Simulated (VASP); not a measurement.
Mg$_{3}$ZnO$_{4}$ (space group P4/mmm): computed properties

Method: LDA (Ceperley-Alder, Perdew-Zunger), VASP's LDA PAW potentials (set 64) (plane waves; VASP 6.6.1).

space group: P4/mmm (123)
cell: a = b = 2.9474 Å, c = 8.3247 Å, α = β = γ = 90.00°
volume per atom: 9.04 Å³/atom
band gap (over mesh and band path): 2.85 eV
smallest direct gap (over mesh and band path): 3.91 eV
band-edge character: indirect, X to Γ
density: 4.64 g/cm³
mean ε∞ (DFPT): 3.56
mean ε∞ (independent particles): 3.65
mean static ε: 11.52
optical Γ-point spectrum: 149 (×2), 205 (×2), 241, 266 (×2), 333, 361 (×2), 387, 411, 417 (×2), 426 (×2), 450 (×2), 539, 587, 625 cm⁻¹

```
CELL_PARAMETERS angstrom
      2.94742     0.00000     0.00000
      0.00000     2.94742     0.00000
      0.00000     0.00000     8.32470
ATOMIC_POSITIONS crystal
  Mg 0.50000 0.50000 0.75042
  Mg 0.50000 0.50000 0.24958
  Mg 0.00000 0.00000 0.50000
  Zn 0.00000 0.00000 0.00000
  O  0.00000 0.00000 0.25275
  O  0.00000 0.00000 0.74725
  O  0.50000 0.50000 0.00000
  O  0.50000 0.50000 0.50000
```

The structure comes from a computed database's Mg3ZnO4 entry (P4/mmm); how it stands against other phases isn't given here. It was relaxed first, which changed the volume by -8 %. Symmetry was kept, so distortions that lower it aren't found.
